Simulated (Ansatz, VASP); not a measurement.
## Cross-check of I between VASP and Ansatz

One calculation is typed for both programs; each brings its own data sets and cutoff. How far apart do they land? The cell is taken from a series of VASP runs on this material, whose earlier steps may have relaxed, scaled or displaced it; both programs get it as it stands.

Main program and level: Ansatz 0.2.0; plane waves, with VASP 6.6.1 beside it; relaxation of cell and atoms at r2SCAN.

### 1. Set-up

The structure is orthorhombic, space group Cmce (No. 64). Conventional cell: a = 7.742 Å, b = 4.617 Å, c = 9.851 Å, α = 90.00°, β = 90.00°, γ = 90.00°. Nearest to I lie 1 I at 2.77 Å.

As a file:

```xyz
4
Lattice="3.8709 -2.3085 0.0000 3.8709 2.3085 0.0000 0.0000 0.0000 9.8514" Properties=species:S:1:pos:R:3 pbc="T T T"
I     3.8709    0.7214    3.7427
I     3.8709    1.5871    8.6684
I     3.8709   -0.7214    6.1088
I     3.8709   -1.5871    1.1830
```

### 2. VASP: relaxation of cell and atoms, r2SCAN

The relaxed volume is the usual yardstick between codes: its relative difference is about their pressure difference at one cell divided by the bulk modulus.

Lines of VASP's logs that name or quote its potential files are left out, and so is its time.

File INCAR:

```
SYSTEM = I
PREC = Accurate
ENCUT = 520
EDIFF = 1E-07
NELM = 100
ISMEAR = 0
SIGMA = 0.03
LREAL = .FALSE.
ALGO = Normal
METAGGA = R2SCAN
LASPH = .TRUE.
NBANDS = 20
LORBIT = 11
LWAVE = .FALSE.
LCHARG = .FALSE.
KPAR = 4
IBRION = 2
NSW = 50
ISIF = 3
EDIFFG = -0.005
```

File POSCAR:

```
I
1.0
    3.8709446920     -2.3085431081      0.0000000000
    3.8709446920      2.3085431081      0.0000000000
    0.0000000000      0.0000000000      9.8514369828
I
4
Direct
    0.3437449032      0.6562550968      0.3799125741
    0.1562550968      0.8437449032      0.8799125741
    0.6562550968      0.3437449032      0.6200874259
    0.8437449032      0.1562550968      0.1200874259
```

File KPOINTS:

```
Automatic mesh
0
Gamma
8 8 4
0 0 0
```

Potentials, in the order of the species: I (PBE family, release 64).

Command:

```console
> mpirun -np 4 vasp_std
```

Numbers of over 12 decimals in the logs are rounded to 6 here.

What it wrote:

```text
[banner, memory and clock lines left out]
running    4 mpi-ranks, on    1 nodes
 distrk:  each k-point on    1 cores,    4 groups
 distr:  one band on    1 cores,    1 groups

 POSCAR found type information on POSCAR I
 POSCAR found :  1 types and       4 ions
|                                                                             |
|               ----> ADVICE to this user running VASP <----                  |
|                                                                             |
|     You enforced a specific xc type in the INCAR file but a different       |
|     [... a line on the potential file left out ...]
|     I HOPE YOU KNOW WHAT YOU ARE DOING!                                     |
|                                                                             |

 LDA part: xc-table for (None), standard interpolation
 POSCAR, INCAR and KPOINTS ok, starting setup
 FFT: planning ... GRIDC
 FFT: planning ... GRID_SOFT
 FFT: planning ... GRID
 WAVECAR not read
 entering main loop
       N       E                     dE             d eps       ncg     rms          rms(c)
DAV:   1     0.626227918407E+02    0.62623E+02   -0.10475E+04  2520   0.114E+03
DAV:   2    -0.909243201728E+02   -0.15355E+03   -0.14959E+03  3552   0.168E+02
DAV:   3    -0.103360350373E+03   -0.12436E+02   -0.12396E+02  3148   0.558E+01
DAV:   4    -0.103594872582E+03   -0.23452E+00   -0.23445E+00  3156   0.900E+00
DAV:   5    -0.103600796941E+03   -0.59244E-02   -0.59243E-02  3024   0.144E+00    0.821E+00
DAV:   6    -0.982586784557E+02    0.53421E+01   -0.10866E+00  2588   0.661E+00    0.643E+00
DAV:   7    -0.982418714651E+02    0.16807E-01   -0.44831E-01  2908   0.373E+00    0.164E+00
DAV:   8    -0.982262155444E+02    0.15656E-01   -0.61406E-02  2748   0.132E+00    0.372E-01
DAV:   9    -0.982263754464E+02   -0.15990E-03   -0.25459E-03  3056   0.288E-01    0.162E-01
DAV:  10    -0.982267194018E+02   -0.34396E-03   -0.36992E-04  2820   0.138E-01    0.459E-02
DAV:  11    -0.982267847367E+02   -0.65335E-04   -0.10603E-04  2872   0.707E-02    0.337E-02
DAV:  12    -0.982267873914E+02   -0.26547E-05   -0.86501E-06  3056   0.181E-02    0.124E-02
DAV:  13    -0.982267876295E+02   -0.23813E-06   -0.15168E-06  2864   0.787E-03    0.496E-03
DAV:  14    -0.982267876359E+02   -0.63708E-08   -0.22138E-07  2068   0.265E-03
   1 F= -.98226788E+02 E0= -.98226788E+02  d E =-.982268E+02
[...]
2 F= -.98226795E+02 E0= -.98226795E+02  d E =-.754432E-05
[...]
3 F= -.98226795E+02 E0= -.98226795E+02  d E =-.780290E-05
[...]
4 F= -.98226803E+02 E0= -.98226803E+02  d E =-.716554E-05
 ZBRENT: can't locate minimum, use default step
 trial-energy change:   -0.000007  1 .order   -0.000007   -0.000008   -0.000007
 step:   1.9494(harm=  3.2954)  dis= 0.00084  next Energy=   -98.226822 (dE=-0.265E-04)
 bond charge predicted
       N       E                     dE             d eps       ncg     rms          rms(c)
DAV:   1    -0.982268290046E+02   -0.26347E-04   -0.34683E-03  2592   0.270E-01    0.422E-02
DAV:   2    -0.982268271883E+02    0.18163E-05   -0.11979E-04  2680   0.655E-02    0.169E-02
DAV:   3    -0.982268219024E+02    0.52859E-05   -0.72537E-06  2896   0.147E-02    0.989E-03
DAV:   4    -0.982268198470E+02    0.20554E-05   -0.60795E-06  2724   0.125E-02    0.547E-03
DAV:   5    -0.982268191211E+02    0.72588E-06   -0.66588E-07  2864   0.488E-03    0.179E-03
DAV:   6    -0.982268189362E+02    0.18496E-06   -0.52634E-08  1456   0.150E-03    0.422E-04
DAV:   7    -0.982268190243E+02   -0.88172E-07   -0.97251E-09  1368   0.674E-04
   5 F= -.98226819E+02 E0= -.98226819E+02  d E =-.235855E-04
 curvature:  -2.51 expect dE=-0.112E-04 dE for cont linesearch -0.487E-05
 trial: gam=-0.23258 g(F)=  0.213E-05 g(S)=  0.231E-05 ort = 0.786E-05 (trialstep = 0.780E+00)
 search vector abs. value=  0.251E-05
 reached required accuracy - stopping structural energy minimisation
```

From OUTCAR (step 2):

```text
ion  position               nearest neighbor table
   1  0.344  0.656  0.380-   3 2.77   4 3.45   4 3.45
   2  0.156  0.844  0.880-   4 2.77   3 3.45   3 3.45
   3  0.656  0.344  0.620-   1 2.77   2 3.45   2 3.45
   4  0.844  0.156  0.120-   2 2.77   1 3.45   1 3.45

  LATTYP: Found a base centered orthorhombic cell.
 ALAT       =     4.6170862162
 B/A-ratio  =     1.6767911669
 C/A-ratio  =     2.1336913632

 Subroutine GETGRP returns: Found  8 space group operations
 (whereof  4 operations were pure point group operations)

The static configuration has the point symmetry C_2h.
 The point group associated with its full space group is D_2h.

 Found     63 irreducible k-points:

   k-points           NKPTS =     63   k-points in BZ     NKDIM =     63   number of bands    NBANDS=     20

   dimension x,y,z NGX =    36 NGY =   36 NGZ =   80
   dimension x,y,z NGXF=    72 NGYF=   72 NGZF=  160

   ENCUT  =  520.0 eV  38.22 Ry    6.18 a.u.   8.38  8.38 18.32*2*pi/ulx,y,z

   NELECT =      28.0000    total number of electrons

 k-points in reciprocal lattice and weights: Automatic mesh
   0.00000000  0.00000000  0.00000000       0.004
   0.12500000  0.00000000  0.00000000       0.016
   0.25000000  0.00000000  0.00000000       0.016
   0.37500000  0.00000000  0.00000000       0.016
   0.50000000  0.00000000  0.00000000       0.008
   0.12500000  0.12500000  0.00000000       0.008
   0.25000000  0.12500000  0.00000000       0.016
   0.37500000  0.12500000  0.00000000       0.016
   0.50000000  0.12500000  0.00000000       0.016
[...]
-0.37500000  0.37500000  0.50000000       0.008
   0.50000000  0.50000000  0.50000000       0.004

 average (electrostatic) potential at core
       1 -98.5621       2 -98.5621       3 -98.5621       4 -98.5621

 E-fermi :   2.1337

 k-point     1 :       0.0000    0.0000    0.0000
  band No.  band energies     occupation
    ...
     10       0.6985      2.00000
     11       0.7745      2.00000
     12       1.3755      2.00000
     13       1.5753      2.00000
     14       1.9752      2.00000
     15       3.2835      0.00000
     16       4.1725      0.00000
     17       7.5850      0.00000
     18       7.6038      0.00000
     19       7.9312      0.00000
    ...

 k-point     2 :       0.1250    0.0000    0.0000
  band No.  band energies     occupation
    ...
     10       0.6533      2.00000
     11       1.1096      2.00000
     12       1.5052      2.00000
     13       1.6626      2.00000
     14       1.8539      2.00000
     15       3.2442      0.00000
     16       4.0558      0.00000
     17       7.9022      0.00000
     18       7.9183      0.00000
     19       8.3177      0.00000
    ...

 k-point     3 :       0.2500    0.0000    0.0000
  band No.  band energies     occupation
    ...
     10       0.4341      2.00000
     11       1.2253      2.00000
     12       1.2985      2.00000
     13       1.5819      2.00000
     14       1.6062      2.00000
     15       3.5518      0.00000
     16       4.0181      0.00000
     17       8.2790      0.00000
     18       8.3851      0.00000
     19       8.8473      0.00000
    ...

  Total       -0.0033205      0.0016032     -0.0133507      0.0000000      0.0000000      0.0000000
  in kB       -0.0301798      0.0145711     -0.1213418      0.0000000      0.0000000      0.0000000
  external PRESSURE =      -0.0456502 kB  Pullay stress =       0.0000000 kB

  energy-cutoff  :      520.00
  volume of cell :      176.28
      direct lattice vectors                 reciprocal lattice vectors
     3.870696585 -2.311403863  0.000000000     0.129175715 -0.216318752  0.000000000
     3.870696585  2.311403863 -0.000000000     0.129175715  0.216318752  0.000000000
     0.000000000  0.000000000  9.851653346     0.000000000  0.000000000  0.101505805

 POSITION                                       TOTAL-FORCE (eV/Angst)
 -----------------------------------------------------------------------------------
      3.87070      0.72132      3.74272         0.000000     -0.003277      0.000550
      3.87070      1.59008      8.66855         0.000000      0.003277      0.000550
      3.87070     -0.72132      6.10893         0.000000      0.003277     -0.000550
      3.87070     -1.59008      1.18311         0.000000     -0.003277     -0.000550
 -----------------------------------------------------------------------------------
    total drift:                                0.000000      0.000000     -0.000000

  FREE ENERGIE OF THE ION-ELECTRON SYSTEM (eV)
  ---------------------------------------------------
  free  energy   TOTEN  =       -98.2268190243 eV

  energy  without entropy=      -98.2268190243  energy(sigma->0) =      -98.22681902

 reached required accuracy - stopping structural energy minimisation

 total charge
# of ion       s       p       d       tot
------------------------------------------
    1        1.543   2.670   0.028   4.242
    2        1.543   2.670   0.028   4.242
    3        1.543   2.670   0.028   4.242
    4        1.543   2.670   0.028   4.242
--------------------------------------------------
tot          6.173  10.680   0.114  16.967

[... 3 further parts left out ...]
```

The gap is read on the k-mesh alone, so it is an upper bound where the band edges lie off the mesh. The run keeps the 8 symmetry operations of its start, so it cannot find a distortion of lower symmetry.

### 3. Ansatz: relaxation of cell and atoms, r2SCAN

Ansatz runs on its default PAW (the set named soft_2) files.

The same cell, functional, mesh and smearing now go to Ansatz, which takes its cutoff from its data sets.

File input.yaml:

```yaml
crystal:
  lattice:
    - [3.870944692, -2.3085431081, 0.0]
    - [3.870944692, 2.3085431081, 0.0]
    - [0.0, 0.0, 9.8514369828]
  atoms:
    - { symbol: I, position: [0.3437449032, 0.6562550968, 0.3799125741] }
    - { symbol: I, position: [0.1562550968, 0.8437449032, 0.8799125741] }
    - { symbol: I, position: [0.6562550968, 0.3437449032, 0.6200874259] }
    - { symbol: I, position: [0.8437449032, 0.1562550968, 0.1200874259] }
hamiltonian:
  xc: r2scan
  pseudopotentials: { kind: paw }
kpoints:
  mp_grid: { grid: [8, 8, 4] }
scf:
  occupations: { method: gaussian, width: 0.03 }
relax:
  f_tol: 0.01
  max_steps: 60
  cell: { stress_tol: 0.05 }
output:
  forces: true
  stress: true
```

Command:

```console
> ansatz run input.yaml --threads 4 --pin off --max-ram 9216MiB --backend cpu --events-out ev --progress --plain --runs-dir out
```

What it wrote:

```text
Engine: ansatz 0.2.0, aarch64-unknown-linux-gnu
Pseudopotentials: kind: paw
Pseudopotential: I, paw, valence charge 17, recommended cutoff 500 eV (meta_gga), I.paw.azcp
Functional definition: r2SCAN
  parameter k0 = 0.174
  parameter k1 = 0.065
  parameter a1 = 4.9479
  exchange = r2scan_x(k0 = k0, k1 = k1, a1 = a1)
  correlation = r2scan_c
Crystal: 4 atoms, lattice volume = 176.070 Å³
Basis set: ecut = 500 eV, 4473 PW (Γ), exchange–correlation on 144×144×288 points (64 copies of the dense FFT grid, shifted against one another)
Bands: 41, of which v1, the nominal top of the filled ones, is band 34 counted from 1 (33 counted from 0)
Symmetry: 8 space group operations
Space group: Cmce (ITA 64), of the structure as read, at distance tolerance 5.6e-5 Å
k-points: 63 of 256
Non-local potential: I, projectors of the file, l = 0: 2, l = 1: 2, l = 2: 2, l = 3: 2
PAW form: soft (Blöchl's): semilocal exchange-correlation on the pseudo side does not see the compensation charge
PAW frozen core: I, regenerated for the run's functional (the file was generated under x = pbe(κ = 0.804, μ = 0.219515), c = pbe(β = 0.066725))
PAW one-centre angular grid: I, 590 points (default); XC on 160 Gauss nodes
Initial density: superposition of atomic densities (neutral atoms: chi_scale 0, normalization atom), corrected by the library's trained network
Initial wavefunctions: pseudopotential atomic-orbital guess
Functional: x = r2scan, c = r2scan; τ floored in thin density (d = 2e-4 eV/Å³)
SCF iter   1: F=—  HF=-30112.088773 eV  |F-HF|=—  |Δ(HF+E_count)|=         —  Δρ=2.95e-3  dr2=1.62e-2  dr2_τ=6.16e-3  ethr=1.77e-3  ⟨swp⟩=9.4  Hψ=12565  notcnv=0  defer=13
preconditioner: auto → Resta (q_TF=auto, 2.328 Å⁻¹)  ε∞=2.9  [insulator: Δε(μ)=1.234 eV  Ē_g=10.664 eV  σ=0.030 eV  W_gap=1.00  n_scr=36 (ndim 8)  ℏωp=14.8 eV  f_vac=0.109  D(μ)=0.00/eV (n_scr^D=0)  ε∞_Penn≈2.9]
SCF iter   2: F=—  HF=-30112.093349 eV  |F-HF|=—  |Δ(HF+E_count)|=   4.58e-3  Δρ=1.60e-3  dr2=4.26e-3  dr2_τ=3.65e-5  ethr=2.38e-5  ⟨swp⟩=2.6  Hψ=4238  notcnv=0  defer=123
SCF iter   3: F=—  HF=-30112.092946 eV  |F-HF|=—  |Δ(HF+E_count)|=   4.03e-4  Δρ=4.35e-4  dr2=3.06e-4  dr2_τ=1.87e-5  ethr=6.26e-6  ⟨swp⟩=2.0  Hψ=4920  notcnv=0  defer=60
automatic band count: iteration 3 solves 40 bands in place of 41: the levels show a gap, and the empty bands left out lie too high to hold charge; the band table lists the bands solved (type scf.n_extra_bands for more)
SCF iter   4: F=—  HF=-30112.092868 eV  |F-HF|=—  |Δ(HF+E_count)|=   7.75e-5  Δρ=1.75e-4  dr2=4.48e-5  dr2_τ=8.58e-7  ethr=4.50e-7  ⟨swp⟩=2.0  Hψ=4602  notcnv=0  defer=60
SCF iter   5: F=—  HF=-30112.092898 eV  |F-HF|=—  |Δ(HF+E_count)|=   2.93e-5  Δρ=2.95e-5  dr2=1.42e-6  dr2_τ=7.85e-8  ethr=6.58e-8  ⟨swp⟩=2.0  Hψ=4602  notcnv=0  defer=60
SCF iter   6: F=—  HF=-30112.092898 eV  |F-HF|=—  |Δ(HF+E_count)|=   1.74e-7  Δρ=1.12e-5  dr2=3.22e-7  dr2_τ=5.13e-9  ethr=2.09e-9  ⟨swp⟩=2.0  Hψ=4602  notcnv=0  defer=60
SCF iter   7: F=-30112.092898 eV  HF=-30112.092898 eV  |F-HF|=5.01e-9  |Δ(HF+E_count)|=   1.69e-7  Δρ=2.49e-6  dr2=8.44e-9  dr2_τ=1.33e-10  ethr=1.47e-10  ⟨swp⟩=6.0  Hψ=9114  notcnv=0
SCF 1 converged in 7 iterations: F = -30112.092898 eV  dr2 = 8.44e-9
  greatest PAW one-centre occupation: 0.999 electrons in one spin orbital (limit 2), on the I atom at site 2 (counted from 0), in its partial waves of l = 2
relax step   1: F+E_penalty+E_count = -30112.09289774 eV  Δ(F+E_penalty+E_count) = +0.000e0 eV  max|allowed force component| = 3.320e-3 eV/Å  Δτ_max = 0.0000 Å  P = +0.058 GPa  Ω = 176.070 Å³  (7 SCF iters, dr2 threshold 1.00e-7 eV, accepted)
[...]
relax step   2: F+E_penalty+E_count = -30112.09294795 eV  Δ(F+E_penalty+E_count) = -5.021e-5 eV  max|allowed force component| = 1.028e-2 eV/Å  Δτ_max = 0.0037 Å  P = -0.003 GPa  Ω = 176.684 Å³  energy of the carried Pulay correction = -8.039e-5 eV  (5 SCF iters, dr2 threshold 1.90e-8 eV, accepted)
[...]
relax step   3: F+E_penalty+E_count = -30112.09295719 eV  Δ(F+E_penalty+E_count) = -9.233e-6 eV  max|allowed force component| = 1.737e-3 eV/Å  Δτ_max = 0.0012 Å  P = -0.004 GPa  Ω = 176.809 Å³  energy of the carried Pulay correction = -9.668e-5 eV  (4 SCF iters, dr2 threshold 6.60e-9 eV, accepted)
[...]
relax step   4: F+E_penalty+E_count = -30112.09305056 eV  Δ(F+E_penalty+E_count) = -9.338e-5 eV  max|allowed force component| = 1.770e-3 eV/Å  Δτ_max = 0.0000 Å  P = -0.003 GPa  Ω = 176.809 Å³  stress off target by 1.43e-2 GPa  SCF on the basis re-selected at this cell (its energy is not comparable with the rows above)  (6 SCF iters)
basis re-selected at this cell: Δ(F+E_penalty+E_count) = -9.338e-5 eV, ΔP = +0.000 GPa vs the last step (what re-selecting the basis moved, of the pressure what is left beyond the Pulay correction that the steps carried, after the strain that the cell walked since its last selection, with what the two solves' SCF thresholds leave and, on support functions, any second-order correction that the steps lacked; it is no m [...]
SCF converged after 6 iterations
Free energy (F): -30112.093051 eV
Harris-Foulkes:  -30112.093051 eV  (|F-HF|=3.64e-12)
Internal energy: -30112.093051 eV  (E = F + TS)
E sigma→0 (E₀):  -30112.093051 eV
Fermi energy:    4.806512 eV
--- Per-component energies (eV) ---
  E_band       = -1679.531909
  E_kinetic    = 751.515146
  E_local      = -8364.964827  (includes V_loc(G=0)·N_el)
  E_nonlocal   = -367.582715
  E_hartree    = 4261.238734
  E_xc         = -481.556494
  E_vxc        = -556.137479  (∫ρ·V_xc dr)
  E_paw        = -19347.896809  (= ΣΔE_a)
  E_vpaw       = -1697.690618  (= ΣTr[D̂ρ^β])
  E_aug_tail   = -0.000116  (compensation charges beyond the density's cutoff)
  E_vtau       = 32.851238  (kinetic-family band-sum trace: ∫τ·v_τ [+ j·A + Jᵃ·Aᵃ] dr)
  E_ewald      = -6563.138181
  E_core_change = 0.292212  (= ΣΔE_core)
  E_smearing   = -0.000000  (= −TS)
  E_closure    = -0.000000  (closes the sum)
  Σ components = -30112.093051   (vs F -30112.093051, Δ=0.00e0)
--- Forces (eV/Å), atoms counted from 1 ---
  atom   1  I      0.00000000    -0.00126364     0.00176983
  atom   2  I     -0.00000000     0.00126364     0.00176983
  atom   3  I     -0.00000000     0.00126364    -0.00176983
  atom   4  I      0.00000000    -0.00126364    -0.00176983
  max |Σ_I F_I| component: 1.73e-18 eV/Å
--- Stress (GPa, compression-positive) ---
        0.000713       0.000000      -0.000000
        0.000000       0.003436       0.000000
       -0.000000       0.000000      -0.014260
  P = ⅓ Tr σ = -0.0034 GPa (-0.034 kbar)
--- Relaxed structure (3 steps of the walk, 3 accepted, 1 SCFs on fresh bases) ---
  F+E_penalty+E_count = -30112.09305056 eV   max|allowed force component| = 1.770e-3 eV/Å   (the final SCF, on the basis selected at the relaxed cell)
  cell:  # Å, volume = 176.8088 Å³
    - [3.873387, -2.313657, 0.0]
    - [3.873387, 2.313657, 0.0]
    - [0.0, 0.0, 9.864706]
  atoms:
    - { symbol: I, position: [0.344509, 0.655491, 0.379950] }
    - { symbol: I, position: [0.155491, 0.844509, 0.879950] }
    - { symbol: I, position: [0.655491, 0.344509, 0.620050] }
    - { symbol: I, position: [0.844509, 0.155491, 0.120050] }
```

The job ended after 70 s (4 threads of Arm Neoverse N1, shared host; peak memory 1.1 GiB).

### 4. Differences

Known differences besides the potentials themselves: VASP keeps PBE cores, Ansatz makes them for the functional; both relaxations stop at a tolerance, which leaves soft axes loose, and VASP keeps its plane-wave basis; the data sets hold 68 valence electrons in Ansatz (default PAW (the set named soft_2) files) and 28 in VASP; the cutoff is 500 eV in Ansatz and 520 eV in VASP; Ansatz adds a Pulay correction to the stress that steers its cell, VASP none. Total energies have different zeros and are not compared.

Compared:

| quantity | Ansatz | VASP | difference |
| --- | --- | --- | --- |
| volume (Å³) | 176.81 | 176.28 | +0.30 % |
| edge a after relaxation, in the typed setting (Å) | 4.512 | 4.508 | +0.08 % |
| edge c after relaxation, in the typed setting (Å) | 9.865 | 9.852 | +0.13 % |

The walks stopped with 0.00 GPa left in Ansatz and 0.00 GPa in VASP; each walk ends within a tolerance, so the volume difference is uncertain by about these residues over the bulk modulus, most in soft cells.

### 5. What came out

```
difference in volume (relaxation of cell and atoms, r2SCAN) : 0.30 %
```

In words: The difference in volume is 0.30 % (relaxation of cell and atoms, r2SCAN), within the 1.2 % picked in this series as the mark of a large difference, as far as the stopping tolerances let one tell. 1 further run of this series is not shown here. How closely two codes agree says nothing of how well the functional describes the real material.

[Lines on the potential files, build, host, timing and source positions are cut from VASP's logs without a mark.]

[Logs are printed without paths, hosts, clocks, repeated set-up lines and the standing remarks that a program may print on its own settings, such as how far it seeks lower states.]

[Hosts, paths, dates, database ids (printed as entryN), source tags and the programs' standing remarks are cut or masked in the printed files.]
